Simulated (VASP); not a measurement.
Write the native input for VASP 6.6.1 that does the following.

| Quantity | Value |
| --- | --- |
| Task | relaxation of the atoms |
| Functional | PBEsol |
| Potentials or basis | VASP PAW PBE potentials, release 64 (Mn_pv, Ga_d, N) |
| Cutoff | 450 eV |
| k mesh | 3 × 3 × 2 |
| Occupations | gaussian, width 0.03 eV |
| Spin | collinear spin, ferromagnetic start |
| Fixed moment | 4 μB |
| Hubbard terms | Mn d U = 3.5 eV |
| Dq | 0 |
| Further INCAR settings | LREAL = Auto; ALGO = Normal; EDIFF = 1e-05; ISYM = 0; IBRION = 2; EDIFFG = -0.03; NSW = 60 |

The structure of MnGa15N16 (a cell with a defect) lies in POSCAR:

```
MnGa15N16
1.0
    6.3800000000      0.0000000000      0.0000000000
   -3.1900000000      5.5252420762      0.0000000000
    0.0000000000      0.0000000000     10.3780000000
Mn Ga N
1 15 16
Direct
    0.3344550000      0.1763740000      0.0038990000
    0.3402280000      0.1778610000      0.4904430000
    0.3375040000      0.6649800000     -0.0007940000
    0.3304100000      0.6683350000      0.5004750000
    0.8357080000      0.1719600000      0.0000890000
    0.8324230000      0.1724620000      0.5017280000
    0.8331360000      0.6635750000      0.0030080000
    0.8422500000      0.6645810000      0.4975230000
    0.1621760000      0.3334090000      0.2441450000
    0.1690250000      0.3335880000      0.7529670000
    0.1604130000      0.8261210000      0.2487220000
    0.1807780000      0.8414070000      0.7493470000
    0.6652030000      0.3316510000      0.2510460000
    0.6613460000      0.3309640000      0.7546350000
    0.6660140000      0.8366730000      0.2496680000
    0.6680990000      0.8324210000      0.7488080000
    0.3319660000      0.1690140000      0.1860180000
    0.3302680000      0.1628060000      0.6828840000
    0.3306250000      0.6638940000      0.1833960000
    0.3340080000      0.6674600000      0.6841690000
    0.8402350000      0.1688790000      0.1863650000
    0.8342020000      0.1684610000      0.6910330000
    0.8337540000      0.6608350000      0.1921740000
    0.8307050000      0.6653380000      0.6830550000
    0.1605560000      0.3261880000      0.4368280000
    0.1672560000      0.3315100000      0.9399300000
    0.1747300000      0.8374120000      0.4359780000
    0.1773160000      0.8420000000      0.9341650000
    0.6606430000      0.3292540000      0.4372790000
    0.6608820000      0.3343140000      0.9417460000
    0.6612820000      0.8315800000      0.4333750000
    0.6613980000      0.8379750000      0.9372710000
```

The cell isn't the ideal one: atoms moved at random, drawn with an rms of 0.05 Å.

The input as run:

INCAR

```
PREC = Accurate
ENCUT = 450
EDIFF = 1E-5
ISMEAR = 0
SIGMA = 0.03
LREAL = Auto
LASPH = T
NELM = 120
ALGO = Normal
ISIF = 2
LWAVE = F
LCHARG = F
ISPIN = 2
MAGMOM = 4 0 0 0 0 0 0 0 0 0 0 0 0 0 0 0 0 0 0 0 0 0 0 0 0 0 0 0 0 0 0 0
LORBIT = 11
NUPDOWN = 4
LMAXMIX = 4
LDAU = T
LDAUTYPE = 2
LDAUL = 2 -1 -1
LDAUU = 3.5 0 0
LDAUJ = 0 0 0
LDAUPRINT = 1
GGA = PS
IBRION = 2
NSW = 60
EDIFFG = -0.03
ISYM = 0
KPAR = 4
```

KPOINTS

```
regular mesh
0
Gamma
  3 3 2
```

Potentials or basis: VASP PAW PBE potentials, release 64 (Mn_pv, Ga_d, N).

Command:

```bash
$ cat potpaw_PBE.64/Mn_pv/POTCAR potpaw_PBE.64/Ga_d/POTCAR potpaw_PBE.64/N/POTCAR > POTCAR
$ mpirun -np 4 vasp_std > vasp.out
```

Results of the run:

```json
{
 "Energy gained by relaxing": "27.0 meV/atom",
 "Ionic steps": "12",
 "Largest force after relaxing": "0.029 eV/Å",
 "Net moment": "4.00 μB per cell",
 "Site moments": "Mn +4.01; Ga +0.00, +0.01; N -0.01, -0.00, +0.00, -0.09 μB",
 "Valence electrons inside the program's atomic spheres": "Mn 11.61; Ga 11.87, 11.88; N 3.72, 3.71, 3.70"
}
```

Caveat: the k mesh is coarse (spacing up to 0.38 Å⁻¹), so the values aren't converged; the PAW data sets were made with another functional, which shifts forces and pressure a little; the total moment is fixed, so each spin has its own Fermi level; only a ferromagnetic start was run, and an antiferromagnetic order may lie lower in energy.

Run time: 75 min on 4 MPI ranks on Intel(R) Xeon(R) 6975P-C (Granite Rapids), with other jobs on the host, peak memory 1 GiB a rank.
